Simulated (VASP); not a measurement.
Output of a VASP run:

**OSZICAR**
```
       N       E                     dE             d eps       ncg     rms          rms(c)
DAV:   1     0.150820788884E+02    0.15082E+02   -0.40554E+03  7292   0.105E+03
DAV:   2    -0.899189731611E+01   -0.24074E+02   -0.22727E+02  7080   0.127E+02
DAV:   3    -0.928141907760E+01   -0.28952E+00   -0.28884E+00  7950   0.192E+01
DAV:   4    -0.928270117327E+01   -0.12821E-02   -0.12820E-02  7696   0.118E+00
DAV:   5    -0.928271312513E+01   -0.11952E-04   -0.11951E-04  7646   0.101E-01    0.114E+01
DAV:   6    -0.832299377304E+01    0.95972E+00   -0.13290E+01  7438   0.584E+01    0.548E+00
DAV:   7    -0.825587194728E+01    0.67122E-01   -0.82759E-01  7420   0.141E+01    0.325E+00
DAV:   8    -0.825130270986E+01    0.45692E-02   -0.97422E-03  8668   0.863E-01    0.147E+00
DAV:   9    -0.824353139147E+01    0.77713E-02   -0.99431E-03  8808   0.823E-01    0.443E-01
DAV:  10    -0.824375865569E+01   -0.22726E-03   -0.51652E-03  8584   0.815E-01    0.283E-01
DAV:  11    -0.824426924783E+01   -0.51059E-03   -0.57327E-04  8021   0.299E-01    0.419E-02
DAV:  12    -0.824427138474E+01   -0.21369E-05   -0.85892E-06  7737   0.342E-02    0.168E-02
DAV:  13    -0.824427284651E+01   -0.14618E-05   -0.35756E-06  5498   0.175E-02    0.133E-02
DAV:  14    -0.824427181097E+01    0.10355E-05   -0.91308E-07  3559   0.116E-02    0.754E-04
DAV:  15    -0.824427182095E+01   -0.99789E-08   -0.27250E-08  3538   0.241E-03
   1 F= -.82442718E+01 E0= -.82442479E+01  d E =-.824427E+01  mag=     2.1701
       N       E                     dE             d eps       ncg     rms          rms(c)
DAV:   1    -0.824525336999E+01   -0.98156E-03   -0.21865E-02  7317   0.261E+00    0.290E-01
DAV:   2    -0.824437738333E+01    0.87599E-03   -0.10098E-02  7378   0.150E+00    0.268E-01
DAV:   3    -0.824428502614E+01    0.92357E-04   -0.65533E-04  7452   0.402E-01    0.101E-01
DAV:   4    -0.824427549437E+01    0.95318E-05   -0.71302E-06  7426   0.436E-02    0.235E-02
DAV:   5    -0.824426769561E+01    0.77988E-05   -0.10687E-05  7363   0.313E-02    0.375E-03
DAV:   6    -0.824426771646E+01   -0.20845E-07   -0.23772E-07  3541   0.528E-03
   2 F= -.82442677E+01 E0= -.82442354E+01  d E =0.410449E-05  mag=     2.1691
       N       E                     dE             d eps       ncg     rms          rms(c)
DAV:   1    -0.824457859108E+01   -0.31090E-03   -0.62623E-03  7317   0.140E+00    0.155E-01
DAV:   2    -0.824432399942E+01    0.25459E-03   -0.28782E-03  7380   0.799E-01    0.142E-01
DAV:   3    -0.824429900224E+01    0.24997E-04   -0.18269E-04  7470   0.212E-01    0.542E-02
DAV:   4    -0.824429579318E+01    0.32091E-05   -0.18636E-06  5756   0.226E-02    0.128E-02
DAV:   5    -0.824429293063E+01    0.28625E-05   -0.30728E-06  6407   0.162E-02    0.214E-03
DAV:   6    -0.824429304234E+01   -0.11171E-06   -0.69292E-08  3525   0.310E-03
   3 F= -.82442930E+01 E0= -.82442656E+01  d E =-.212214E-04  mag=     2.1697
```

**OUTCAR**
```
------------------------ aborting loop because EDIFF is reached ----------------------------------------
  FORCE on cell =-STRESS in cart. coord.  units (eV):
  Direction    XX          YY          ZZ          XY          YZ          ZX
  --------------------------------------------------------------------------------------
  Total        0.0013427      0.0013427      0.0013427     -0.0000000      0.0000000     -0.0000000
  in kB        0.1899216      0.1899216      0.1899216     -0.0000000      0.0000000     -0.0000000
  external PRESSURE =       0.1899216 kB  Pullay stress =       0.0000000 kB
  volume of cell :       11.33
      direct lattice vectors                 reciprocal lattice vectors
    -1.414766461  1.414766461  1.414766461     0.000000000  0.353415220  0.353415220
     1.414766461 -1.414766461  1.414766461     0.353415220  0.000000000  0.353415220
     1.414766461  1.414766461 -1.414766461     0.353415220  0.353415220  0.000000000
 POSITION                                       TOTAL-FORCE (eV/Angst)
 -----------------------------------------------------------------------------------
      0.00000      0.00000      0.00000         0.000000     -0.000000      0.000000
 -----------------------------------------------------------------------------------
    total drift:                                0.000000     -0.000000      0.000000
  FREE ENERGIE OF THE ION-ELECTRON SYSTEM (eV)
  ---------------------------------------------------
  free  energy   TOTEN  =        -8.2442930423 eV

  energy  without entropy=       -8.2442108529  energy(sigma->0) =       -8.24426565

 total charge

# of ion       s       p       d       tot
------------------------------------------
    1        0.489   0.544   6.241   7.274

 magnetization (x)

# of ion       s       p       d       tot
------------------------------------------
    1       -0.013  -0.056   2.237   2.167

 reached required accuracy - stopping structural energy minimisation
```
(Selected blocks of OUTCAR.)

File POSCAR:
```
Fe
1
   -1.4155321406     1.4155321406     1.4155321406
    1.4155321406    -1.4155321406     1.4155321406
    1.4155321406     1.4155321406    -1.4155321406
Fe
1
Direct
  0.0000000000   0.0000000000   0.0000000000
```

Question: Write an INCAR and KPOINTS that could have produced this output.

Answer: One answer among several that fit: the input of the run itself, PBE GGA, plane waves, VASP's PBE PAW potentials (set 64).

File KPOINTS:
```
K-points
0
G
 18 18 18
0 0 0
```

### INCAR
```
ALGO = Normal
EDIFF = 1E-6
EDIFFG = -0.02
ENCUT = 500
GGA = PE
IBRION = 2
ISIF = 3
ISMEAR = 1
ISPIN = 2
LASPH = .True.
LCHARG = .False.
LMAXMIX = 4
LORBIT = 10
LREAL = .False.
LWAVE = .False.
MAGMOM = 2.2
NELM = 100
NSW = 40
PREC = Accurate
SIGMA = 0.1
SYSTEM = Fe
```

POTCAR, in this order: Fe (PBE.64 set). Program: vasp_std.

The compound is Fe in the bcc structure. This run relaxes it. Symmetry was kept, so distortions that lower it aren't found.
